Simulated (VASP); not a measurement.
Given:

```yaml
crystal:
  lattice:
    - [2.40290, -3.64700, 0.00000]
    - [2.40290, 3.64700, 0.00000]
    - [0.00000, 0.00000, 9.82231]
  atoms:
    - { symbol: I, position: [0.84600, 0.84600, 0.88300] }
    - { symbol: I, position: [0.65400, 0.65400, 0.38300] }
    - { symbol: I, position: [0.34600, 0.34600, 0.61700] }
    - { symbol: I, position: [0.15400, 0.15400, 0.11700] }
```

These are PBE GGA, VASP's PBE PAW potentials (set 64) (plane waves; VASP 6.6.1) values and carry that method's errors. Numerical set-up: 300 eV cut-off, 4×4×2 Γ-centred mesh, Fermi-Dirac smearing of 0.010 eV, potentials I.

Question: Give the force on each atom (eV/Å).

Answer: 
| atom | Fx | Fy | Fz |
|---|---|---|---|
| I1 | -0.121 | 0.000 | -0.365 |
| I2 | 0.121 | 0.000 | -0.365 |
| I3 | -0.121 | 0.000 | 0.365 |
| I4 | 0.121 | 0.000 | 0.365 |

Question: Give the stress tensor in GPa (positive for a compressed cell).

Answer: 
```
0.39  0.00  0.00
0.00  1.22  0.00
0.00  0.00  0.72
```
The pressure is its mean diagonal, 0.78 GPa.

The structure is a typed I crystal. The cell was not relaxed at this level.
